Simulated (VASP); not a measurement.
# Mn2FeN2 (C2/m) in VASP: equation of state

How stiff is Mn2FeN2 in PBE, and what volume does it want? The cell is scaled to several volumes.

Everything below comes from runs of VASP 6.6.1. Logs are shortened: lines on timing, memory, paths and dates and some standing lists are left out, and cuts for length are marked.

### 1 Starting point

Symmetry: C2/m, No. 12, monoclinic system. The conventional cell has a = 5.230 Å, b = 3.030 Å, c = 5.927 Å, α = 90.00°, β = 90.14°, γ = 90.00°. Fe (site symmetry 2/m) is surrounded by 6 N at 2.23 to 2.25 Å. Around Mn (site symmetry m) lie 3 N at 1.84 Å. Around N (site symmetry m) lie 3 Mn at 1.84 Å.

The cell comes from a database or a generator and needn't be the stable form of this composition.

### 2 Equation of state, PBE, collinear spin, ferromagnetic start, 8.83 Å³/atom (volume scaled by 0.94)

INCAR

```
  PREC = Accurate
  ENCUT = 520
  EDIFF = 1E-7
  ISMEAR = -1
  SIGMA = 0.05
  LREAL = F
  LASPH = T
  NELM = 120
  ALGO = Normal
  ISIF = 2
  LWAVE = F
  LCHARG = F
  ISPIN = 2
  MAGMOM = 3 4 4 0 0
  LORBIT = 11
  LMAXMIX = 4
  GGA = PE
  NBANDS = 34
```

KPOINTS

```
Automatic mesh
0
Gamma
  10 10 5
```

POSCAR

```
Mn2FeN2
1.0
    2.5617355487     -1.4841673129      0.0000000000
    2.5617355487      1.4841673129      0.0000000000
   -0.0144376940      0.0000000000      5.8063088702
Fe Mn N
1 2 2
Direct
    0.0000000000      0.0000000000      0.5000000000
    0.6666245000      0.6666245000      0.8330710000
    0.3333755000      0.3333755000      0.1669290000
    0.6675240000      0.6675240000      0.2624450000
    0.3324760000      0.3324760000      0.7375550000
```

Potentials or basis: VASP PAW PBE potentials, release 64 (Fe, Mn_pv, N).

On the command line:

```console
cat potpaw_PBE.64/Fe/POTCAR potpaw_PBE.64/Mn_pv/POTCAR potpaw_PBE.64/N/POTCAR > POTCAR
mpirun -np 1 vasp_std > vasp.out
```

OUTCAR:

```text
PREC = Accurate
   ENCUT = 520
   EDIFF = 1E-7
   ISMEAR = -1
   LREAL = F
   LASPH = T
   NELM = 120
   ISIF = 2
   ISPIN = 2
   LORBIT = 11
   GGA = PE

 Found    141 irreducible k-points:

 Following reciprocal coordinates:
            Coordinates               Weight
  0.000000  0.000000  0.000000      1.000000
  0.100000  0.000000  0.000000      4.000000
  0.200000  0.000000  0.000000      4.000000
  0.300000  0.000000 -0.000000      4.000000
  0.400000  0.000000  0.000000      4.000000
  0.500000  0.000000 -0.000000      2.000000
   k-points           NKPTS =    141   k-points in BZ     NKDIM =    141   number of bands    NBANDS=     34
   number of dos      NEDOS =    301   number of ions     NIONS =      5
   total plane-waves  NPLWV =  27648
   dimension x,y,z NGX =    24 NGY =   24 NGZ =   48
   dimension x,y,z NGXF=    48 NGYF=   48 NGZF=   96
   ions per type =               1   2   2
   NGX,Y,Z   is equivalent  to a cutoff of  13.48, 13.48, 13.74 a.u.
   NGXF,Y,Z  is equivalent  to a cutoff of  26.95, 26.95, 27.49 a.u.
 SYSTEM =  unknown system
   PREC   = accura    normal or accurate (medium, high low for compatibility)
   ISTART =      0    job   : 0-new  1-cont  2-samecut
   ICHARG =      2    charge: 1-file 2-atom 10-const
   ISPIN  =      2    spin polarized calculation?
   LNONCOLLINEAR =      F non collinear calculations
   LSORBIT =      F    spin-orbit coupling
   LASPH  =      T    aspherical Exc in radial PAW
   ENCUT  =  520.0 eV  38.22 Ry    6.18 a.u.   5.50  5.50 10.80*2*pi/ulx,y,z
   NELM   =    120;   NELMIN=  2; NELMDL= -5     # of ELM steps
   EDIFF  = 0.1E-06   stopping-criterion for ELM
   LREAL  =      F    real-space projection
   EDIFFG = 0.1E-05   stopping-criterion for IOM
   NSW    =      0    number of steps for IOM
   IBRION =     -1    ionic relax: 0-MD 1-quasi-New 2-CG
   NFREE  =      0    steps in history (QN), initial steepest desc. (CG)
   ISIF   =      2    stress and relaxation
   ISYM   =      2    0-nonsym 1-usesym 2-fastsym
   POTIM  = 0.5000    time-step for ionic-motion
   TEBEG  =    0.0;   TEEND  =   0.0 temperature during run
   PSTRESS=    0.0 pullay stress
   NELECT =      44.0000    total number of electrons
   NUPDOWN=      -1.0000    fix difference up-down
   EMIN   =  10.00;   EMAX   =-10.00  energy-range for DOS
   EFERMI =   0.00;   METHOD = LEGACY
   ISMEAR =    -1;   SIGMA  =   0.05  broadening in eV -4-tet -1-fermi 0-gaus
   EFERMI_NEDOS =   21; number of points for ismear=-14 and -15
   IALGO  =     38    algorithm
   IMIX   =      4    mixing-type and parameters
     AMIX     =   0.40;   BMIX     =  1.00
     AMIX_MAG =   1.60;   BMIX_MAG =  1.00
  volume/ion in A,a.u.               =       8.83        59.59
  Fermi-wavevector in a.u.,A,eV,Ry     =   1.635222  3.090121 36.381296  2.673950
  Thomas-Fermi vector in A             =   2.726730
   LORBIT       =     11    0 simple, 1 ext, 2 COOP (PROOUT), +10 PAW based schemes
   GGA     = PE    functional components
   LHFCALC =     F    Hartree Fock is set to
   AEXX    =    0.0000 exact exchange contribution
   IVDW    =     0    specifies the selected vdW correction
   LEPSILON=     F    determine dielectric tensor
   LRPA    =     F    only Hartree local field effects (RPA)
 spin polarized calculation
  energy-cutoff  :      520.00
  volume of cell :       44.15
 maximum number of plane-waves:      1212
 NGX is ok and might be reduce to    24
   NGX = 11   NGY = 11   NGZ = 21

 number of electron      44.0000000 magnetization      11.0000000

 number of electron      43.9999973 magnetization       1.4999057

 Free energy of the ion-electron system (eV)
  ---------------------------------------------------
  ext. energy  EPLUGINS =         0.00000000
  ---------------------------------------------------
  free energy    TOTEN  =       -42.66976991 eV

  energy without entropy =      -42.63144125  energy(sigma->0) =      -42.65060558

 E-fermi :   9.9869     XC(G=0): -13.5681

 val. band max:        9.9816065113   @ k =   0.1000   0.1000   0.2000
 cond. band min:       9.9881927994   @ k =  -0.2000  -0.3000   0.4000
 fundamental gap:      0.0065862881
 Fermi energy:         9.9869455788

 spin component 1

 k-point     1 :       0.0000    0.0000    0.0000
  band No.  band energies     occupation
      1     -38.4804      1.00000
      2     -38.4751      1.00000
      3     -38.4225      1.00000
      4     -38.4183      1.00000
      5     -38.2412      1.00000
      6     -38.0317      1.00000
[... 26 lines left out ...]
     33      22.2186      0.00000
     34      24.5861      0.00000

 k-point     2 :       0.1000    0.0000    0.0000
  band No.  band energies     occupation
      1     -38.4940      1.00000
      2     -38.4808      1.00000
      3     -38.4381      1.00000
      4     -38.4210      1.00000
      5     -38.2329      1.00000
      6     -38.0329      1.00000
[... 26 lines left out ...]
     33      22.1048      0.00000
     34      24.1007      0.00000

 k-point     3 :       0.2000    0.0000    0.0000
  band No.  band energies     occupation
      1     -38.5313      1.00000
      2     -38.4932      1.00000
      3     -38.4794      1.00000
      4     -38.4262      1.00000
      5     -38.2114      1.00000
      6     -38.0380      1.00000
[... 26 lines left out ...]
     33      21.4360      0.00000
     34      22.8352      0.00000

 k-point     4 :       0.3000    0.0000   -0.0000
  band No.  band energies     occupation
      1     -38.5769      1.00000
      2     -38.5286      1.00000
      3     -38.5074      1.00000
      4     -38.4329      1.00000
      5     -38.1828      1.00000
      6     -38.0486      1.00000
[... 26 lines left out ...]
     33      20.3019      0.00000
     34      21.0212      0.00000

 k-point     5 :       0.4000    0.0000    0.0000
  band No.  band energies     occupation
      1     -38.6133      1.00000
      2     -38.5671      1.00000
      3     -38.5188      1.00000
      4     -38.4386      1.00000
      5     -38.1542      1.00000
      6     -38.0640      1.00000
[... 26 lines left out ...]
     33      18.7586      0.00000
     34      21.0738      0.00000

 k-point     6 :       0.5000    0.0000   -0.0000
  band No.  band energies     occupation
      1     -38.6272      1.00000
      2     -38.5815      1.00000
      3     -38.5231      1.00000
      4     -38.4408      1.00000
      5     -38.1396      1.00000
      6     -38.0737      1.00000
[... 26 lines left out ...]
     33      18.0242      0.00000
     34      21.4172      0.00000

 [... further k-points ...]

 spin component 2

 k-point     1 :       0.0000    0.0000    0.0000
  band No.  band energies     occupation
      1     -38.7229      1.00000
      2     -38.7190      1.00000
      3     -38.6658      1.00000
      4     -38.6629      1.00000
      5     -38.4780      1.00000
      6     -38.2712      1.00000
[... 26 lines left out ...]
     33      22.5216      0.00000
     34      24.7568      0.00000

 k-point     2 :       0.1000    0.0000    0.0000
  band No.  band energies     occupation
      1     -38.7364      1.00000
      2     -38.7244      1.00000
      3     -38.6813      1.00000
      4     -38.6654      1.00000
      5     -38.4698      1.00000
      6     -38.2724      1.00000
[... 26 lines left out ...]
     33      22.3737      0.00000
     34      24.2342      0.00000

 k-point     3 :       0.2000    0.0000    0.0000
  band No.  band energies     occupation
      1     -38.7732      1.00000
      2     -38.7364      1.00000
      3     -38.7220      1.00000
      4     -38.6704      1.00000
      5     -38.4487      1.00000
      6     -38.2775      1.00000
[... 26 lines left out ...]
     33      21.6335      0.00000
     34      23.0001      0.00000

 k-point     4 :       0.3000    0.0000   -0.0000
  band No.  band energies     occupation
      1     -38.8180      1.00000
      2     -38.7704      1.00000
      3     -38.7506      1.00000
      4     -38.6770      1.00000
      5     -38.4206      1.00000
      6     -38.2881      1.00000
[... 26 lines left out ...]
     33      20.6147      0.00000
     34      21.0116      0.00000

 k-point     5 :       0.4000    0.0000    0.0000
  band No.  band energies     occupation
      1     -38.8539      1.00000
      2     -38.8083      1.00000
      3     -38.7618      1.00000
      4     -38.6826      1.00000
      5     -38.3923      1.00000
      6     -38.3033      1.00000
[... 26 lines left out ...]
     33      19.0743      0.00000
     34      21.1072      0.00000

 k-point     6 :       0.5000    0.0000   -0.0000
  band No.  band energies     occupation
      1     -38.8675      1.00000
      2     -38.8226      1.00000
      3     -38.7660      1.00000
      4     -38.6847      1.00000
      5     -38.3779      1.00000
      6     -38.3130      1.00000
[... 26 lines left out ...]
     33      18.3031      0.00000
     34      21.4811      0.00000

 [... further k-points ...]

------------------------ aborting loop because EDIFF is reached ----------------------------------------

  FORCE on cell =-STRESS in cart. coord.  units (eV):
  Direction    XX          YY          ZZ          XY          YZ          ZX
  --------------------------------------------------------------------------------------
  -------------------------------------------------------------------------------------
  Total        4.2830911      4.3180832      2.5727442      0.0000000      0.0000000     -0.0085419
  in kB      155.4249026    156.6946973     93.3597990      0.0000000      0.0000000     -0.3099699
  external PRESSURE =     135.1597996 kB  Pullay stress =       0.0000000 kB

 VOLUME and BASIS-vectors are now :
 -----------------------------------------------------------------------------
  energy-cutoff  :      520.00
  volume of cell :       44.15
      direct lattice vectors                 reciprocal lattice vectors
     2.561735549 -1.484167313  0.000000000     0.195180178 -0.336889241  0.000485326
     2.561735549  1.484167313  0.000000000     0.195180178  0.336889241  0.000485326
    -0.014437694  0.000000000  5.806308870     0.000000000  0.000000000  0.172226456

 POSITION                                       TOTAL-FORCE (eV/Angst)
 -----------------------------------------------------------------------------------
     -0.00722      0.00000      2.90315        -0.000000      0.000000      0.000000
      3.40340      0.00000      4.83707        -0.000366      0.000000      0.184201
      1.70563      0.00000      0.96924         0.000366      0.000000     -0.184201
      3.41625      0.00000      1.52384         0.018535      0.000000      0.301318
      1.69278      0.00000      4.28247        -0.018535      0.000000     -0.301318
 -----------------------------------------------------------------------------------
    total drift:                                0.000000      0.000000     -0.000000

  FREE ENERGIE OF THE ION-ELECTRON SYSTEM (eV)
  ---------------------------------------------------
  free  energy   TOTEN  =       -42.6697699097 eV

  energy  without entropy=      -42.6314412510  energy(sigma->0) =      -42.65060558

 total charge

# of ion       s       p       d       tot
------------------------------------------
    1        0.314   0.464   6.413   7.192
    2        0.380   6.453   5.458  12.290
    3        0.380   6.453   5.458  12.290
    4        1.260   2.480   0.000   3.740
    5        1.260   2.480   0.000   3.740
--------------------------------------------------
tot          3.595  18.329  17.329  39.253

 magnetization (x)

# of ion       s       p       d       tot
------------------------------------------
    1        0.010   0.009   1.953   1.972
    2       -0.001  -0.006  -0.224  -0.231
    3       -0.001  -0.006  -0.224  -0.231
    4        0.005   0.004   0.000   0.010
    5        0.005   0.004   0.000   0.010
--------------------------------------------------
tot          0.019   0.005   1.506   1.529
```

Run time: 6.2 min. Hardware: 1 thread of Intel Xeon Platinum 8488C (Sapphire Rapids), shared host; peak memory 0.42 GiB.

Results:

- Free energy: -42.6698 eV
- Pressure: 13.5 GPa
- Largest force: 0.302 eV/Å
- Band gap on the k mesh: none (metal or under the smearing width)
- Net moment: 1.50 μB per cell
- Site moments: Fe +1.97; Mn -0.23; N +0.01 μB
- Valence electrons inside the program's atomic spheres: Fe 7.19; Mn 12.29; N 3.74

Caveat: only a ferromagnetic start was run, and an antiferromagnetic order may lie lower in energy.

### 3 Equation of state, PBE, collinear spin, ferromagnetic start, 9.02 Å³/atom (volume scaled by 0.96)

INCAR

```
SYSTEM = Mn2FeN2
PREC = Accurate
ENCUT = 520
EDIFF = 1E-7
ISMEAR = -1
SIGMA = 0.05
LREAL = .False.
LASPH = .True.
NELM = 150
ALGO = Normal
ISIF = 2
LWAVE = .False.
LCHARG = .False.
ISPIN = 2
MAGMOM = 3 4 4 0 0
LORBIT = 11
LMAXMIX = 4
GGA = PE
NBANDS = 34
```

KPOINTS

```
regular mesh
0
Gamma
  10 10 5
  0 0 0
```

Changes to POSCAR since step 2:

```diff
@@ -2,5 +2,5 @@
 1.0
-    2.5617355487     -1.4841673129      0.0000000000
-    2.5617355487      1.4841673129      0.0000000000
-   -0.0144376940      0.0000000000      5.8063088702
+    2.5797765343     -1.4946195398      0.0000000000
+    2.5797765343      1.4946195398      0.0000000000
+   -0.0145393713      0.0000000000      5.8471997165
 Fe Mn N
```

Potentials or basis: VASP PAW PBE potentials, release 64 (Fe, Mn_pv, N).

On the command line:

```console
cat potpaw_PBE.64/Fe/POTCAR potpaw_PBE.64/Mn_pv/POTCAR potpaw_PBE.64/N/POTCAR > POTCAR
mpirun -np 1 vasp_std > vasp.out
```

Run time: 7.5 min. Hardware: 1 thread of Intel Xeon Platinum 8488C (Sapphire Rapids), shared host; peak memory 0.43 GiB.

Results (log left out):

* Free energy: -42.7331 eV
* Pressure: 7.9 GPa
* Largest force: 0.139 eV/Å
* Band gap on the k mesh: none (metal or under the smearing width)
* Net moment: 1.58 μB per cell
* Site moments: Fe +2.16; Mn -0.29; N +0.02 μB
* Valence electrons inside the program's atomic spheres: Fe 7.14; Mn 12.23; N 3.73

Caveat: only a ferromagnetic start was run, and an antiferromagnetic order may lie lower in energy.

### 4 Equation of state, PBE, collinear spin, ferromagnetic start, 9.21 Å³/atom (volume scaled by 0.98)

INCAR

```
ALGO = Normal
EDIFF = 1E-7
ENCUT = 520
GGA = PE
ISIF = 2
ISMEAR = -1
ISPIN = 2
LASPH = True
LCHARG = False
LMAXMIX = 4
LORBIT = 11
LREAL = False
LWAVE = False
MAGMOM = 3 4 4 0 0
NBANDS = 34
NELM = 120
PREC = Accurate
SIGMA = 0.05
```

KPOINTS

```
k-points
0
Gamma
  10 10 5
```

Changes to POSCAR since step 3:

```diff
@@ -2,5 +2,5 @@
 1.0
-    2.5797765343     -1.4946195398      0.0000000000
-    2.5797765343      1.4946195398      0.0000000000
-   -0.0145393713      0.0000000000      5.8471997165
+    2.5975686588     -1.5049275865      0.0000000000
+    2.5975686588      1.5049275865      0.0000000000
+   -0.0146396460      0.0000000000      5.8875265062
 Fe Mn N
```

On the command line:

```console
cat potpaw_PBE.64/Fe/POTCAR potpaw_PBE.64/Mn_pv/POTCAR potpaw_PBE.64/N/POTCAR > POTCAR
mpirun -np 1 vasp_std > vasp.out
```

Run time: 6.2 min. Hardware: 1 thread of Intel Xeon Platinum 8488C (Sapphire Rapids), shared host; peak memory 0.44 GiB.

It converged, with:

- Free energy: -42.7657 eV
- Pressure: 3.0 GPa
- Largest force: 0.062 eV/Å
- Band gap on the k mesh: none (metal or under the smearing width)
- Net moment: 1.63 μB per cell
- Site moments: Fe +2.33; Mn -0.36; N +0.03 μB
- Valence electrons inside the program's atomic spheres: Fe 7.09; Mn 12.18; N 3.71

Caveat: only a ferromagnetic start was run, and an antiferromagnetic order may lie lower in energy.

### 5 Equation of state, PBE, collinear spin, ferromagnetic start, 9.58 Å³/atom (volume scaled by 1.02)

INCAR

```
  PREC = Accurate
  ENCUT = 520
  EDIFF = 1E-7
  ISMEAR = -1
  SIGMA = 0.05
  LREAL = F
  LASPH = T
  NELM = 100
  ALGO = Normal
  ISIF = 2
  LWAVE = F
  LCHARG = F
  ISPIN = 2
  MAGMOM = 3 4 4 0 0
  LORBIT = 11
  LMAXMIX = 4
  GGA = PE
  NBANDS = 34
```

KPOINTS

```
Automatic mesh
0
Gamma
  10 10 5
```

Changes to POSCAR since step 4:

```diff
@@ -2,5 +2,5 @@
 1.0
-    2.5975686588     -1.5049275865      0.0000000000
-    2.5975686588      1.5049275865      0.0000000000
-   -0.0146396460      0.0000000000      5.8875265062
+    2.6324395132     -1.5251303675      0.0000000000
+    2.6324395132      1.5251303675      0.0000000000
+   -0.0148361747      0.0000000000      5.9665631387
 Fe Mn N
```

On the command line:

```console
cat potpaw_PBE.64/Fe/POTCAR potpaw_PBE.64/Mn_pv/POTCAR potpaw_PBE.64/N/POTCAR > POTCAR
mpirun -np 1 vasp_std > vasp.out
```

Wall time 7.4 min (1 thread of Intel Xeon Platinum 8488C (Sapphire Rapids), shared host); peak memory 0.44 GiB.

The run converged. Its results:

| Item | Value |
| --- | --- |
| Free energy | -42.7507 eV |
| Pressure | -5.5 GPa |
| Largest force | 0.194 eV/Å |
| Band gap on the k mesh | none (metal or under the smearing width) |
| Net moment | 1.58 μB per cell |
| Site moments | Fe +2.58; Mn -0.53; N +0.05 μB |
| Valence electrons inside the program's atomic spheres | Fe 7.00; Mn 12.09; N 3.69 |

Caveat: only a ferromagnetic start was run, and an antiferromagnetic order may lie lower in energy.

(Part 1 of 2 ends here.)
